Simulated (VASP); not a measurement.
**Germanium: zone-centre modes, functional by functional**

Aim: the vibrations of Germanium at the zone centre, at several levels of theory. The starting structure is a measured crystal structure from the Crystallography Open Database.

Method: Kohn-Sham DFT with plane waves and PAW; LDA, PBEsol, PBE, PBEsol + D3(BJ), r2SCAN and r2SCAN + rVV10, in VASP 6.6.1.

## Step 1: Starting point

It takes space group Fd-3m (No. 227, cubic). Conventional cell: a = 5.658 Å, b = 5.658 Å, c = 5.658 Å, α = 90.00°, β = 90.00°, γ = 90.00°. Nearest to Ge lie 4 Ge at 2.45 Å.

## Step 2: Modes with LDA

LDA, the lowest rung, knows the local density alone. The cell comes from a relaxation at this level, not shown (44.34 Å³).

INCAR reads:

```
SYSTEM = Ge
PREC = Accurate
ENCUT = 450
EDIFF = 1E-08
NELM = 100
ISMEAR = 1
SIGMA = 0.15
LREAL = .FALSE.
ALGO = Normal
GGA = CA
NBANDS = 20
LORBIT = 11
LWAVE = .FALSE.
LCHARG = .FALSE.
KPAR = 2
IBRION = 8
ISIF = 2
```

POSCAR reads:

```
Ge
1.0
    0.0000000000      2.8091839669      2.8091839669
    2.8091839669      0.0000000000      2.8091839669
    2.8091839669      2.8091839669      0.0000000000
Ge
2
Direct
    0.7500000000      0.7500000000      0.7500000000
    0.5000000000      0.5000000000      0.5000000000
```

KPOINTS reads:

```
Automatic mesh
0
Gamma
12 12 12
0 0 0
```

Potentials, in the order of the species: Ge_d (LDA family, release 64).

The run is started by

```sh
$ mpirun -np 2 vasp_std
```

The program printed:

```text
[banner, memory and clock lines left out]
running    2 mpi-ranks, on    1 nodes
 distrk:  each k-point on    1 cores,    2 groups
 distr:  one band on    1 cores,    1 groups

 POSCAR found type information on POSCAR Ge
 POSCAR found :  1 types and       2 ions
 LDA part: xc-table for (Slater(with rela. corr.)+CA(PZ))
 , standard interpolation
 POSCAR, INCAR and KPOINTS ok, starting setup
 FFT: planning ... GRIDC
 FFT: planning ... GRID_SOFT
 FFT: planning ... GRID
 WAVECAR not read
 entering main loop
       N       E                     dE             d eps       ncg     rms          rms(c)
DAV:   1     0.177075868751E+03    0.17708E+03   -0.13936E+04  3136   0.348E+03
DAV:   2     0.136975294326E+02   -0.16338E+03   -0.15937E+03  2888   0.561E+02
DAV:   3    -0.984272514008E+01   -0.23540E+02   -0.23397E+02  3264   0.139E+02
DAV:   4    -0.105618187283E+02   -0.71909E+00   -0.71867E+00  3172   0.289E+01
DAV:   5    -0.105733395529E+02   -0.11521E-01   -0.11520E-01  3284   0.394E+00    0.338E+00
DAV:   6    -0.104507236758E+02    0.12262E+00   -0.39357E-02  3140   0.169E+00    0.193E+00
DAV:   7    -0.103893674535E+02    0.61356E-01   -0.79375E-02  3100   0.210E+00    0.141E-01
DAV:   8    -0.103900637471E+02   -0.69629E-03   -0.56771E-03  3208   0.851E-01    0.468E-02
DAV:   9    -0.103901026930E+02   -0.38946E-04   -0.87879E-05  3376   0.974E-02    0.133E-02
DAV:  10    -0.103900992436E+02    0.34494E-05   -0.92592E-06  3848   0.446E-02    0.425E-03
DAV:  11    -0.103900991615E+02    0.82112E-07   -0.97911E-07  3132   0.808E-03    0.177E-03
DAV:  12    -0.103900991627E+02   -0.12324E-08   -0.75195E-08  3880   0.390E-03
   1 F= -.10390099E+02 E0= -.10390203E+02  d E =0.312720E-03
 Linear response reoptimize wavefunctions to high precision
DAV:   1    -0.103900991619E+02    0.75033E-09   -0.38550E-09  2704   0.541E-04
DAV:   2    -0.103900991619E+02    0.10914E-10   -0.18575E-10  1816   0.157E-04
 Linear response DOF=           1
 Linear response progress:
  Degree of freedom:   1/  1
       N       E                     dE             d eps       ncg     rms          rms(c)
RMM:   1    -0.188065745775E+00   -0.18807E+00    0.84873E+00 13625   0.445E+01
RMM:   2    -0.195577797560E+00   -0.75121E-02   -0.13620E-02 18178   0.111E+00    0.759E-02
RMM:   3    -0.195635603876E+00   -0.57806E-04   -0.92810E-04 19210   0.316E-01    0.436E-02
RMM:   4    -0.195585968359E+00    0.49636E-04   -0.56788E-05 20355   0.801E-02    0.474E-03
RMM:   5    -0.195593346365E+00   -0.73780E-05   -0.11590E-05 19684   0.184E-02    0.236E-03
RMM:   6    -0.195602952349E+00   -0.96060E-05   -0.73659E-07 19856   0.500E-03    0.316E-04
RMM:   7    -0.195602293096E+00    0.65925E-06   -0.44647E-07 20464   0.162E-03    0.196E-04
RMM:   8    -0.195601754934E+00    0.53816E-06   -0.27929E-09 20674   0.578E-04    0.372E-05
RMM:   9    -0.195601590995E+00    0.16394E-06   -0.10753E-07 20793   0.262E-04    0.160E-05
RMM:  10    -0.195601696115E+00   -0.10512E-06    0.43020E-08 21050   0.132E-04    0.538E-06
RMM:  11    -0.195601616557E+00    0.79558E-07    0.13048E-08 21126   0.815E-05    0.249E-06
RMM:  12    -0.195601650903E+00   -0.34345E-07    0.41191E-09 21449   0.589E-05    0.152E-06
RMM:  13    -0.195601688227E+00   -0.37324E-07   -0.45743E-09 20879   0.498E-05    0.177E-07
RMM:  14    -0.195601730529E+00   -0.42302E-07   -0.64284E-09 18110   0.448E-05    0.128E-07
RMM:  15    -0.195601739047E+00   -0.85180E-08    0.74374E-09 16275   0.425E-05    0.101E-07
 first order change of Fermi-energy   0.93781E-04
 force on displaced ion       1 direction 1 : -11.445   0.000   0.000
 Linear response finished
```

It took 3.6 min on 2 MPI ranks of Intel Xeon Platinum 8488C (Sapphire Rapids), shared host; peak memory 0.88 GiB; 7.1 min of CPU time.

The logs omit lines about the potential files and the build; timing stands in the text.

From OUTCAR (step 2):

```text
ion  position               nearest neighbor table
   1  0.750  0.750  0.750-   2 2.43   2 2.43   2 2.43   2 2.43
   2  0.500  0.500  0.500-   1 2.43   1 2.43   1 2.43   1 2.43

  LATTYP: Found a face centered cubic cell.
 ALAT       =     5.6183679338

 Subroutine GETGRP returns: Found 48 space group operations
 (whereof 24 operations were pure point group operations)

The static configuration has the point symmetry T_d .
 The point group associated with its full space group is O_h .

 Found     72 irreducible k-points:

   k-points           NKPTS =     72   k-points in BZ     NKDIM =     72   number of bands    NBANDS=     20

   dimension x,y,z NGX =    28 NGY =   28 NGZ =   28
   dimension x,y,z NGXF=    56 NGYF=   56 NGZF=   56

   ENCUT  =  450.0 eV  33.07 Ry    5.75 a.u.   6.87  6.87  6.87*2*pi/ulx,y,z

   NELECT =      28.0000    total number of electrons

 k-points in reciprocal lattice and weights: Automatic mesh
   0.00000000  0.00000000  0.00000000       0.001
   0.08333333  0.00000000  0.00000000       0.005
   0.16666667  0.00000000  0.00000000       0.005
   0.25000000  0.00000000  0.00000000       0.005
   0.33333333  0.00000000  0.00000000       0.005
   0.41666667  0.00000000  0.00000000       0.005
   0.50000000  0.00000000  0.00000000       0.002
   0.08333333  0.08333333  0.00000000       0.003
   0.16666667  0.08333333  0.00000000       0.014
[...]
-0.33333333  0.50000000  0.16666667       0.007
  -0.25000000  0.50000000  0.25000000       0.003

 average (electrostatic) potential at core
       1 -75.2231       2 -75.2231

  Total       -0.0148770     -0.0148770     -0.0148770      0.0000000      0.0000000      0.0000000
  in kB       -0.5375952     -0.5375952     -0.5375952      0.0000000      0.0000000      0.0000000
  external PRESSURE =      -0.5375952 kB  Pullay stress =       0.0000000 kB

  energy-cutoff  :      450.00
  volume of cell :       44.34
      direct lattice vectors                 reciprocal lattice vectors
     0.000000000  2.809183967  2.809183967    -0.177987631  0.177987631  0.177987631
     2.809183967  0.000000000  2.809183967     0.177987631 -0.177987631  0.177987631
     2.809183967  2.809183967  0.000000000     0.177987631  0.177987631 -0.177987631

 POSITION                                       TOTAL-FORCE (eV/Angst)
 -----------------------------------------------------------------------------------
      4.21378      4.21378      4.21378         0.000000      0.000000      0.000000
      2.80918      2.80918      2.80918        -0.000000     -0.000000     -0.000000
 -----------------------------------------------------------------------------------
    total drift:                                0.000000      0.000000      0.000000

 Eigenvectors and eigenvalues of the dynamical matrix
 ----------------------------------------------------

   1 f  =    8.777622 THz    55.151424 2PiTHz  292.789947 cm-1    36.301310 meV
             X         Y         Z           dx          dy          dz
      4.213776  4.213776  4.213776     0.000000   -0.707107    0.000000
      2.809184  2.809184  2.809184     0.000000    0.707107    0.000000

   2 f  =    8.777622 THz    55.151424 2PiTHz  292.789947 cm-1    36.301310 meV
             X         Y         Z           dx          dy          dz
      4.213776  4.213776  4.213776    -0.707107    0.000000    0.000000
      2.809184  2.809184  2.809184     0.707107    0.000000    0.000000

   3 f  =    8.777622 THz    55.151424 2PiTHz  292.789947 cm-1    36.301310 meV
             X         Y         Z           dx          dy          dz
      4.213776  4.213776  4.213776     0.000000    0.000000   -0.707107
      2.809184  2.809184  2.809184     0.000000    0.000000    0.707107

   4 f  =    0.000000 THz     0.000000 2PiTHz    0.000000 cm-1     0.000000 meV
             X         Y         Z           dx          dy          dz
      4.213776  4.213776  4.213776     0.707107    0.000000    0.000000
      2.809184  2.809184  2.809184     0.707107    0.000000    0.000000

   5 f  =    0.000000 THz     0.000000 2PiTHz    0.000000 cm-1     0.000000 meV
             X         Y         Z           dx          dy          dz
      4.213776  4.213776  4.213776     0.000000    0.707107    0.000000
      2.809184  2.809184  2.809184     0.000000    0.707107    0.000000

   6 f  =    0.000000 THz     0.000000 2PiTHz    0.000000 cm-1     0.000000 meV
             X         Y         Z           dx          dy          dz
      4.213776  4.213776  4.213776     0.000000    0.000000    0.707107
      2.809184  2.809184  2.809184     0.000000    0.000000    0.707107

 ELASTIC MODULI CONTR FROM IONIC RELAXATION (kBar)
 Direction    XX          YY          ZZ          XY          YZ          ZX
 --------------------------------------------------------------------------------
 XX          -0.0000      0.0000      0.0000      0.0000      0.0000      0.0000
 YY           0.0000     -0.0000      0.0000      0.0000      0.0000     -0.0000
 ZZ           0.0000      0.0000     -0.0000      0.0000      0.0000      0.0000
 XY           0.0000      0.0000      0.0000   -220.8336      0.0000      0.0000
 YZ           0.0000      0.0000      0.0000      0.0000   -220.8336      0.0000
 ZX           0.0000     -0.0000      0.0000      0.0000      0.0000   -220.8336
 --------------------------------------------------------------------------------
```

Energies printed during the response cycles are not total energies of the cell. Methfessel-Paxton smearing is not meant for a cell with a gap.

LDA: the zone-centre mode is T2g 292.8 cm⁻¹.

## Step 3: Modes with LDA at the measured cell

A relaxation of the atoms in the fixed cell, not shown, had nothing to move.

INCAR is that of step 2.

POSCAR reads:

```
Ge
1.0
    0.0000000000      2.8289100000      2.8289100000
    2.8289100000      0.0000000000      2.8289100000
    2.8289100000      2.8289100000      0.0000000000
Ge
2
Direct
    0.7500000000      0.7500000000      0.7500000000
    0.5000000000      0.5000000000      0.5000000000
```

KPOINTS is that of step 2.

The run is started by

```sh
$ mpirun -np 2 vasp_std
```

The program printed:

```text
[... set-up lines as in an earlier step ...]
 entering main loop
       N       E                     dE             d eps       ncg     rms          rms(c)
DAV:   1     0.176720636306E+03    0.17672E+03   -0.13921E+04  3076   0.349E+03
DAV:   2     0.139458639228E+02   -0.16277E+03   -0.15821E+03  2880   0.549E+02
DAV:   3    -0.983469454966E+01   -0.23781E+02   -0.23609E+02  3280   0.140E+02
DAV:   4    -0.105497518995E+02   -0.71506E+00   -0.71464E+00  3172   0.284E+01
[...]
DAV:  10    -0.103874025239E+02    0.33912E-05   -0.88684E-06  3876   0.425E-02    0.414E-03
DAV:  11    -0.103874025293E+02   -0.53669E-08   -0.87993E-07  3068   0.831E-03    0.166E-03
DAV:  12    -0.103874025225E+02    0.67303E-08   -0.79453E-08  3916   0.371E-03
   1 F= -.10387403E+02 E0= -.10387481E+02  d E =0.236400E-03
 Linear response reoptimize wavefunctions to high precision
DAV:   1    -0.103874025218E+02    0.72305E-09   -0.36825E-09  2616   0.506E-04
DAV:   2    -0.103874025218E+02    0.20009E-10   -0.16355E-10  1828   0.148E-04
 Linear response DOF=           1
 Linear response progress:
  Degree of freedom:   1/  1
       N       E                     dE             d eps       ncg     rms          rms(c)
RMM:   1    -0.188191165135E+00   -0.18819E+00    0.83743E+00 13682   0.442E+01
RMM:   2    -0.195662005990E+00   -0.74708E-02   -0.13340E-02 18173   0.108E+00    0.743E-02
RMM:   3    -0.195714552117E+00   -0.52546E-04   -0.92319E-04 19156   0.315E-01    0.426E-02
RMM:   4    -0.195661768714E+00    0.52783E-04   -0.51306E-05 20342   0.793E-02    0.459E-03
[...]
RMM:  14    -0.195676607539E+00   -0.19589E-07   -0.93094E-09 16678   0.221E-05    0.127E-07
RMM:  15    -0.195676570548E+00    0.36991E-07   -0.79574E-09 14688   0.196E-05    0.140E-07
RMM:  16    -0.195676596251E+00   -0.25702E-07   -0.60232E-09 14219   0.182E-05    0.118E-07
 first order change of Fermi-energy   0.90546E-04
 force on displaced ion       1 direction 1 : -10.594   0.000   0.000
 Linear response finished
```

Run time: 3.5 min. Hardware: 2 MPI ranks; peak memory 0.89 GiB.

From OUTCAR (step 3):

```text
  Total       -0.4213582     -0.4213582     -0.4213582      0.0000000     -0.0000000     -0.0000000
  in kB      -14.9098956    -14.9098956    -14.9098956      0.0000000     -0.0000000     -0.0000000
  external PRESSURE =     -14.9098956 kB  Pullay stress =       0.0000000 kB

 POSITION                                       TOTAL-FORCE (eV/Angst)
 -----------------------------------------------------------------------------------
      4.24336      4.24336      4.24336        -0.000000     -0.000000     -0.000000
      2.82891      2.82891      2.82891         0.000000      0.000000      0.000000
 -----------------------------------------------------------------------------------
    total drift:                                0.000000      0.000000      0.000000

[... 1 part as in an earlier step ...]

[... 1 further part left out ...]
```

With LDA at the measured cell the mode is T2g 281.7 cm⁻¹, -11.1 cm⁻¹ from LDA.

## Step 4: Modes with PBEsol

PBEsol restores the gradient expansion of exchange and is tuned for the cells of solids. The cell comes from a relaxation at this level, not shown (45.44 Å³).

INCAR: that of step 3 with these lines changed.

```diff
@@ -9,3 +9,3 @@
 ALGO = Normal
-GGA = CA
+GGA = PS
 NBANDS = 20
```

POSCAR reads:

```
Ge
1.0
    0.0000000000      2.8322353813      2.8322353813
    2.8322353813      0.0000000000      2.8322353813
    2.8322353813      2.8322353813      0.0000000000
Ge
2
Direct
    0.7500000000      0.7500000000      0.7500000000
    0.5000000000      0.5000000000      0.5000000000
```

KPOINTS is that of step 3.

Potentials, in the order of the species: Ge_d (PBE family, release 64).

The run is started by

```sh
$ mpirun -np 2 vasp_std
```

The program printed:

```text
[banner, memory and clock lines left out]
running    2 mpi-ranks, on    1 nodes
[...]
|                                                                             |
|               ----> ADVICE to this user running VASP <----                  |
|                                                                             |
|     You enforced a specific xc type in the INCAR file but a different       |
|     [... a line on the potential file left out ...]
|     I HOPE YOU KNOW WHAT YOU ARE DOING!                                     |
|                                                                             |

 LDA part: xc-table for (Slater+PW92), standard interpolation
 POSCAR, INCAR and KPOINTS ok, starting setup
[...]
entering main loop
       N       E                     dE             d eps       ncg     rms          rms(c)
DAV:   1     0.175673736027E+03    0.17567E+03   -0.13924E+04  3116   0.356E+03
DAV:   2     0.143733440825E+02   -0.16130E+03   -0.15705E+03  2896   0.553E+02
[...]
DAV:  15    -0.987599526387E+01   -0.13106E-08   -0.53881E-10  1652   0.248E-04
   1 F= -.98759953E+01 E0= -.98760978E+01  d E =0.307597E-03
 Linear response reoptimize wavefunctions to high precision
DAV:   1    -0.987599526682E+01   -0.29440E-08   -0.11748E-10  1772   0.133E-04
DAV:   2    -0.987599526676E+01    0.56389E-10   -0.30628E-11  1604   0.621E-05
 Linear response DOF=           1
 Linear response progress:
  Degree of freedom:   1/  1
       N       E                     dE             d eps       ncg     rms          rms(c)
RMM:   1    -0.186685614571E+00   -0.18669E+00    0.82705E+00 13619   0.444E+01
RMM:   2    -0.193881834594E+00   -0.71962E-02   -0.13156E-02 18172   0.108E+00    0.742E-02
RMM:   3    -0.193908684269E+00   -0.26850E-04   -0.89814E-04 19150   0.310E-01    0.431E-02
RMM:   4    -0.193826791207E+00    0.81893E-04   -0.54471E-05 20407   0.776E-02    0.461E-03
[...]
RMM:  12    -0.193840411346E+00   -0.23411E-07   -0.12878E-08 20801   0.230E-05    0.176E-06
RMM:  13    -0.193840427626E+00   -0.16280E-07    0.15943E-09 19695   0.147E-05    0.335E-07
RMM:  14    -0.193840430714E+00   -0.30873E-08    0.25202E-09 17179   0.102E-05    0.743E-08
 first order change of Fermi-energy   0.19016E-03
 force on displaced ion       1 direction 1 : -10.799  -0.000  -0.000
 Linear response finished
```

Run time: 3.2 min. Hardware: 2 MPI ranks; peak memory 0.92 GiB; 6.4 min of CPU time.

From OUTCAR (step 4):

```text
  Total       -0.0020938     -0.0020938     -0.0020938      0.0000000     -0.0000000      0.0000000
  in kB       -0.0738298     -0.0738298     -0.0738298      0.0000000     -0.0000000      0.0000000
  external PRESSURE =      -0.0738298 kB  Pullay stress =       0.0000000 kB

 POSITION                                       TOTAL-FORCE (eV/Angst)
 -----------------------------------------------------------------------------------
      4.24835      4.24835      4.24835         0.000000      0.000000      0.000000
      2.83224      2.83224      2.83224        -0.000000     -0.000000     -0.000000
 -----------------------------------------------------------------------------------
    total drift:                                0.000000      0.000000      0.000000

[... 1 part as in an earlier step ...]

[... 1 further part left out ...]
```

With PBEsol the mode is T2g 284.4 cm⁻¹, -8.4 cm⁻¹ from LDA.

(Continued in part 2 of 2.)

[Lines on the potential files, build, host, timing and source positions are cut from VASP's logs without a mark.]

[Logs are printed without paths, hosts, clocks, repeated set-up lines and the standing remarks that a program may print on its own settings, such as how far it seeks lower states.]

[Hosts, paths, dates, database ids (printed as entryN), source tags and the programs' standing remarks are cut or masked in the printed files.]
